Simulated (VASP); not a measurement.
The system is MgSn2N2.

```xyz
5
Lattice="3.9421 0.0000 0.0000 -1.9710 3.4140 0.0000 0.0000 0.0000 6.8371" Properties=species:S:1:pos:R:3 pbc="T T T"
Mg    0.0000    0.0000    0.0000
Sn    1.9710    1.1380    5.0030
Sn    0.0000    2.2760    1.8341
N     1.9710    1.1380    2.6180
N     0.0000    2.2760    4.2191
```

The cell was built by a generator and needn't be a form met in nature.

| Property | Result |
| --- | --- |
| Program | VASP 6.6.1 |
| Task | relaxation of cell and atoms |
| Functional | PBE |
| Potentials or basis | VASP PAW PBE potentials, release 64 (Mg, Sn_d, N) |
| Cutoff | 520 eV |
| k mesh | 4 × 4 × 2 |
| Occupations | gaussian, width 0.15 eV |
| Spin | no spin polarisation |

At the start: pressure -6.5 GPa; volume 18.40 Å³/atom.

Task: Where does the relaxation end?

Result: Over 18 steps the energy falls by 333.7 meV/atom and the volume is 18.15 Å³/atom (-1.4 %); space group P-3m1 (No. 164, to 0.05 Å).

Step by step:
```tsv
step	energy change (eV)	largest force (eV/Å)	pressure (GPa)	volume (Å³)
1	0.0000	3.0693	-6.48	92.01
2	-0.9132	1.3299	4.60	82.45
3	-0.9360	0.9314	6.83	81.16
4	-1.2813	0.6164	2.46	85.63
5	-1.2860	0.7575	2.54	86.18
6	-1.3706	0.5165	-1.76	89.90
7	-1.3730	0.4724	-2.42	90.64
8	-1.4535	0.3760	-2.03	90.37
9	-1.5974	0.6613	0.50	89.32
10	-1.6573	0.3669	0.79	89.72
11	-1.6580	0.3355	1.08	89.74
12	-1.6570	0.2866	1.25	89.79
13	-1.6581	0.3137	0.99	89.76
14	-1.6670	0.0826	-0.60	91.29
15	-1.6672	0.1140	-0.22	91.10
16	-1.6672	0.1022	-0.46	91.17
17	-1.6672	0.1078	-0.58	91.14
18	-1.6684	0.0722	0.10	90.77
```

Final structure:
```
CELL_PARAMETERS angstrom
3.59914 0.00000 0.00000
-1.79957 3.11695 0.00000
0.00000 0.00000 8.09090
ATOMIC_POSITIONS crystal
Mg 0.00000 0.00000 0.00000
Sn 0.66667 0.33333 0.68026
Sn 0.33333 0.66667 0.31974
N 0.66667 0.33333 0.38861
N 0.33333 0.66667 0.61139
```

Caveat: the k mesh is coarse (spacing up to 0.46 Å⁻¹), so the values aren't converged.
